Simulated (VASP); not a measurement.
## Hg$_{4}$S$_{3}$Se (ordered alloy cell): computed properties

All values below come from PBEsol GGA, VASP's PBE PAW potentials (set 64) (plane waves; VASP).

space group: Amm2 (38)
cell: a = 4.204 Å, b = 8.420 Å, c = 11.894 Å, α = 90.00°, β = 90.00°, γ = 90.00°
volume per atom: 26.31 Å³/atom
band gap (over mesh and band path): none (metal, semimetal or under 0.01 eV)
density: 7.71 g/cm³

Hg4S3Se is taken in the orthorhombic space group Amm2 (No. 38), Pearson symbol oS16. Lattice parameters: a = 4.204 Å, b = 8.420 Å, c = 11.894 Å, α = β = γ = 90.00°. Hg1 on 2b is surrounded by 2 S at 2.542 Å and 2 Se at 2.629 Å (tetrahedral). Hg2 on 4d has 3 S at 2.555 Å and 1 Se at 2.640 Å (tetrahedral). Hg3 on 2b sees 4 S at 2.567 Å (tetrahedral). Se on 2a is coordinated by 4 Hg at 2.629–2.640 Å (tetrahedral). S1 on 4e is surrounded by 4 Hg at 2.542–2.569 Å (tetrahedral). S2 on 2a is surrounded by 4 Hg at 2.556–2.567 Å (tetrahedral). (Neighbours: up to the widest gap in distance over summed covalent radii, below 1.35, at either atom; cation-cation and far metal-metal contacts left out.)
(The calculation used a cell of 8 atoms; values per cell refer to that cell.)

Unless said otherwise, spin-orbit coupling is left out, though it shifts the bands of the heavy elements here.

The structure was generated: Hg4S3Se was put into an ordered model structure (Amm2), which need not be its known phase. It was relaxed first. Symmetry was kept, so distortions that lower it aren't found.
